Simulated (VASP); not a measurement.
Here is the system:

CuZn is taken in the cubic space group Pm-3m (No. 221), the CsCl type structure, Pearson symbol cP2. Lattice parameters: a = 2.9167 Å, b = 2.9167 Å, c = 2.9167 Å, α = 90.00°, β = 90.00°, γ = 90.00°. Zn on 1b has 8 Cu at 2.526 Å and 6 Zn at 2.917 Å. Cu on 1a has 8 Zn at 2.526 Å and 6 Cu at 2.917 Å. (Neighbours: up to the widest gap in distance over summed covalent radii, below 1.35, at either atom.)

The numbers are results of PBE GGA with D3 dispersion (Becke-Johnson damping), VASP's PBE PAW potentials (set 64) (plane waves; VASP), not measurements. Numerical set-up: 520 eV cut-off, 12×12×12 Γ-centred mesh, first-order Methfessel-Paxton smearing of 0.10 eV, potentials Zn Cu.

Q: Give the energy at these volumes per atom, relative to the lowest: 11.63, 12.00, 12.37, 12.74, 13.11 Å³.

A: 23.1, 5.9, 0.0, 3.4, 14.7 meV/atom. A third-order Birch-Murnaghan fit gives B0 = 132 GPa and B0′ = 5.0.

Measured: bulk modulus 116 GPa (computed value off by +14.1 %), as given by Niraj K. Nepal et al., Physical Review B (2020), arXiv:2007.11150; a 2.958 Å (computed value off by -1.4 %), as given by First-Principles Study on the Electrical and Thermal Conductivities of Cu–Zn Binary Alloys. The calculation is for a static lattice, while the measured bulk modulus, a hold thermal and zero-point effects, which are part of the difference.

The compound is CuZn in the CsCl type structure. It was relaxed first.
